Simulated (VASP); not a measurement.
# Settings for PF₃: dipole of a molecule

PF₃, molecule in box, 4 atoms in the cell. R2SCAN; PAW potentials F, P (PBE set). VASP 6.6.1.

Wanted: dipole moment within 0.02 D; HOMO under the vacuum level within 0.05 eV; forces within 0.02 eV/Å.

Starting geometry: molecule relaxed first with the same functional.

POSCAR of the starting run:
```
PF3
1.0
   11.9000000000      0.0000000000      0.0000000000
    0.0000000000     11.9000000000      0.0000000000
    0.0000000000      0.0000000000     11.9000000000
F P
3 1
Direct
    0.5798412543      0.4294627826      0.5675371336
    0.4201587457      0.4266884996      0.4487113712
    0.5537824122      0.5733115004      0.4324628664
    0.4844889436      0.5118421979      0.5270036798
```

The series start from vacuum between images (Å): 10; correction: IDIPOL 4 with LDIPOL; Cutoff ENCUT (eV): 525; SCF threshold EDIFF (eV): 1e-6; PREC: Accurate; LREAL: .FALSE.; ALGO: Normal; program: vasp_gam; NCORE: 1. Each series keeps the choices made before it, and each single choice may use up half of a tolerance.

## Vacuum between images (Å)

| Vacuum between images (Å) | Dipole moment (D) | HOMO under the vacuum level (eV) | Forces, largest deviation (eV/Å) | SCF iterations | Time (s) |
|---|---|---|---|---|---|
| 4 | 0.997 | 8.346 | 0.100 | 36 | 12 |
| 6 | 0.950 | 8.210 | 0.009 | 52 | 33 |
| 8 | 0.948 | 8.199 | 0.008 | 49 | 83 |
| 10 | 0.948 | 8.198 | 0.004 | 45 | 114 |
| 12 | 0.945 | 8.199 | 0.013 | 52 | 235 |
| 15 (reference) | 0.946 | 8.198 | 0.000 | 49 | 342 |

Chosen: 15; the next looser run is off by more than half of the tolerance, so convergence isn't shown beyond this value.

## Correction

| Correction | Dipole moment (D) | HOMO under the vacuum level (eV) | Forces, largest deviation (eV/Å) | SCF iterations | Time (s) |
|---|---|---|---|---|---|
| IDIPOL 4 with LDIPOL | 0.946 | 8.198 | 0.000 | 49 | 342 |
| IDIPOL 4 alone | 0.950 | 8.197 | 0.003 | 57 | 520 |
| IDIPOL 4, no DIPOL | no result | no result | no result | 120 | 887 |

Chosen: IDIPOL 4 with LDIPOL; no other choice that stays within half of the tolerance saves 30 % of the time.

## Cutoff ENCUT (eV)

| Cutoff ENCUT (eV) | Dipole moment (D) | HOMO under the vacuum level (eV) | Forces, largest deviation (eV/Å) | SCF iterations | Time (s) |
|---|---|---|---|---|---|
| 320 | 0.983 | 8.263 | 0.034 | 44 | 135 |
| 400 | 0.958 | 8.214 | 0.023 | 41 | 184 |
| 460 | 0.950 | 8.201 | 0.025 | 49 | 282 |
| 525 | 0.946 | 8.198 | 0.026 | 49 | 342 |
| 600 | 0.951 | 8.200 | 0.014 | 47 | 443 |
| 725 (reference) | 0.947 | 8.200 | 0.000 | 43 | 531 |

Chosen: 725; the next looser run is off by more than half of the tolerance, so convergence isn't shown beyond this value.

The chosen settings are those of the reference run.

## The input

INCAR:
```
PREC = Accurate ; ENCUT = 725
EDIFF = 1E-6 ; ISMEAR = 0
SIGMA = 0.01 ; LREAL = F
LASPH = T ; ALGO = Normal
NELM = 120 ; LWAVE = F
LCHARG = F ; METAGGA = R2SCAN
LMIXTAU = T ; ISYM = 0
IDIPOL = 4 ; DIPOL = 0.5 0.5 0.5
LDIPOL = T ; LVHAR = T
```

KPOINTS:
```
Automatic mesh
0
Gamma
  1 1 1
  0 0 0
```

POSCAR:
```
PF3
1.0
   16.9000000000      0.0000000000      0.0000000000
    0.0000000000     16.9000000000      0.0000000000
    0.0000000000      0.0000000000     16.9000000000
F P
3 1
Direct
    0.5562195814      0.4503317818      0.5475557331
    0.4437804186      0.4483782926      0.4638855217
    0.5378704559      0.5516217074      0.4524442669
    0.4890780136      0.5083385890      0.5190144254
```

Commands:
```
cat potpaw_PBE.64/F/POTCAR potpaw_PBE.64/P/POTCAR > POTCAR
mpirun -np 4 vasp_gam > vasp.out
```

The chosen input took VASP 6.6.1 531 s on 4 cores (Intel Xeon 6975P-C (Granite Rapids)), a shared host.

## An input that fails: box far too small (2 A between images)

It runs to its end, but against the unchanged starting input it is off by 0.408 D in the dipole moment, 0.565 eV in the HOMO under the vacuum level, 1.216 eV/Å in the forces.

Vacuum between images (Å): 10 becomes 2.

Changes against the starting input:
```
(POSCAR)
-   11.9000000000      0.0000000000      0.0000000000
-    0.0000000000     11.9000000000      0.0000000000
-    0.0000000000      0.0000000000     11.9000000000
+    3.9000000000      0.0000000000      0.0000000000
+    0.0000000000      3.9000000000      0.0000000000
+    0.0000000000      0.0000000000      3.9000000000
-    0.5798412543      0.4294627826      0.5675371336
-    0.4201587457      0.4266884996      0.4487113712
-    0.5537824122      0.5733115004      0.4324628664
-    0.4844889436      0.5118421979      0.5270036798
+    0.7436181862      0.2847710546      0.7060748436
+    0.2563818138      0.2763059348      0.3435039274
+    0.6641053091      0.7236940652      0.2939251564
+    0.4526713921      0.5361338858      0.5823958435
```
